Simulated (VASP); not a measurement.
Computed with PBE GGA, VASP's PBE PAW potentials (set 64) (plane waves; VASP).

A VASP calculation is set up with these files.

INCAR:
```
! general
SYSTEM   = HfB2
PREC     = Accurate
ENCUT    = 520
LREAL    = .False.
LASPH    = .True.
KSPACING = 0.5
KGAMMA   = .False.

! electronic loop
EDIFF    = 1E-6
NELM     = 100
ALGO     = Normal
LMAXMIX  = 6

! smearing
ISMEAR   = 1
SIGMA    = 0.1

! functional
GGA      = PE

! ions
ISIF     = 2

! output
LWAVE    = .False.
LCHARG   = .False.
```

### POSCAR
```
HfB2
1
    1.5695010000    -2.7858320000     0.0000000000
    1.5695010000     2.7858320000     0.0000000000
    0.0000000000     0.0000000000     3.4233860000
Hf B
1 2
Direct
  0.0000000000   0.0000000000   0.0000000000
  0.3333330000   0.6666670000   0.5000000000
  0.6731810000   0.3398470000   0.5000000000
```

POTCAR, in this order: Hf_pv B (PBE.64 set). Program: vasp_std.

What VASP printed:

### OUTCAR
```
 ion  position               nearest neighbor table
   1  0.000  0.000  0.000-   3 2.49   3 2.49   2 2.50   2 2.50   2 2.50   2 2.50   3 2.51   3 2.51
                             2 2.53   2 2.53   3 2.53   3 2.53
   2  0.333  0.667  0.500-   3 1.81   3 1.84   3 1.86   1 2.50   1 2.50   1 2.50   1 2.50   1 2.53
                             1 2.53
   3  0.673  0.340  0.500-   2 1.81   2 1.84   2 1.86   1 2.49   1 2.49   1 2.51   1 2.51   1 2.53
                             1 2.53
  LATTYP: Found a base centered orthorhombic cell.
 ALAT       =     3.1390020000
 B/A-ratio  =     1.7749794361
 C/A-ratio  =     1.0905969477
 Subroutine PRICEL returns:
 Original cell was already a primitive cell.
 Subroutine GETGRP returns: Found  2 space group operations
The static configuration has the point symmetry C_1h.
The dynamic configuration has the point symmetry C_1h.
 Subroutine INISYM returns: Found  2 space group operations
 Subroutine IBZKPT returns following result:
 Found     26 irreducible k-points:

 Following reciprocal coordinates:
            Coordinates               Weight
  0.000000  0.000000  0.125000      2.000000
  0.200000  0.000000  0.125000      4.000000
  0.000000  0.200000 -0.125000      4.000000
  0.400000  0.000000  0.125000      4.000000
  0.000000  0.400000 -0.125000      4.000000
  0.200000  0.200000  0.125000      4.000000
  0.400000  0.200000  0.125000      4.000000
  0.200000  0.400000 -0.125000      4.000000
 -0.400000  0.200000  0.125000      4.000000
  0.200000 -0.400000 -0.125000      4.000000
 -0.200000  0.200000  0.125000      4.000000
  0.400000  0.400000  0.125000      4.000000
 -0.400000  0.400000  0.125000      4.000000
  0.000000  0.000000  0.375000      2.000000
  0.200000  0.000000  0.375000      4.000000
  0.000000  0.200000 -0.375000      4.000000
  0.400000  0.000000  0.375000      4.000000
  0.000000  0.400000 -0.375000      4.000000
...
```

### OSZICAR
```
       N       E                     dE             d eps       ncg     rms          rms(c)
DAV:   1     0.287074922664E+02    0.28707E+02   -0.85468E+03   624   0.127E+03
DAV:   2    -0.270283132659E+02   -0.55736E+02   -0.52318E+02   796   0.242E+02
DAV:   3    -0.286094078079E+02   -0.15811E+01   -0.15683E+01   820   0.313E+01
DAV:   4    -0.286209630421E+02   -0.11555E-01   -0.11511E-01   740   0.291E+00
DAV:   5    -0.286211149069E+02   -0.15186E-03   -0.15170E-03   828   0.248E-01    0.529E+01
DAV:   6    -0.264472257135E+02    0.21739E+01   -0.52620E+00   740   0.147E+01    0.384E+01
DAV:   7    -0.263951640935E+02    0.52062E-01   -0.16110E+00   796   0.868E+00    0.114E+01
DAV:   8    -0.263334074512E+02    0.61757E-01   -0.42535E-01   736   0.456E+00    0.174E+00
DAV:   9    -0.263303477503E+02    0.30597E-02   -0.25415E-02   748   0.125E+00    0.218E-01
DAV:  10    -0.263303451941E+02    0.25562E-05   -0.65511E-04   776   0.221E-01    0.316E-01
DAV:  11    -0.263303443509E+02    0.84325E-06   -0.10410E-04   788   0.792E-02    0.150E-01
DAV:  12    -0.263303400352E+02    0.43157E-05   -0.12862E-05   764   0.297E-02    0.209E-02
DAV:  13    -0.263303402001E+02   -0.16499E-06   -0.47877E-07   472   0.691E-03
   1 F= -.26330340E+02 E0= -.26330060E+02  d E =-.839209E-03
```

OUTCAR:
```
------------------------ aborting loop because EDIFF is reached ----------------------------------------
  FORCE on cell =-STRESS in cart. coord.  units (eV):
  Direction    XX          YY          ZZ          XY          YZ          ZX
  --------------------------------------------------------------------------------------
  Total        0.2807002     -2.0028780      1.1368234      0.0017219      0.0000000      0.0000000
  in kB       15.0228017   -107.1920769     60.8416784      0.0921549      0.0000000      0.0000000
  external PRESSURE =     -10.4425323 kB  Pullay stress =       0.0000000 kB
  volume of cell :       29.94
      direct lattice vectors                 reciprocal lattice vectors
     1.569501000 -2.785832000  0.000000000     0.318572591 -0.179479595  0.000000000
     1.569501000  2.785832000  0.000000000     0.318572591  0.179479595  0.000000000
     0.000000000  0.000000000  3.423386000     0.000000000  0.000000000  0.292108456
 POSITION                                       TOTAL-FORCE (eV/Angst)
 -----------------------------------------------------------------------------------
      0.00000      0.00000      0.00000         0.140337      0.001747      0.000000
      1.56950      0.92861      1.71169         0.188046     -0.040975      0.000000
      1.58995     -0.92861      1.71169        -0.328383      0.039228      0.000000
 -----------------------------------------------------------------------------------
    total drift:                                0.000007      0.000003      0.000000
  FREE ENERGIE OF THE ION-ELECTRON SYSTEM (eV)
  ---------------------------------------------------
  free  energy   TOTEN  =       -26.3303402001 eV

  energy  without entropy=      -26.3295009910  energy(sigma->0) =      -26.33006046
```
(Selected blocks of OUTCAR.)

The compound is HfB2 in the AlB2 type structure. The cell was not relaxed at this level, atoms are displaced from their ideal sites. The run is one of a series of settings (KGAMMA = .FALSE., KSPACING = 0.5, KPOINTS file removed against the base run), some of them coarse on purpose.
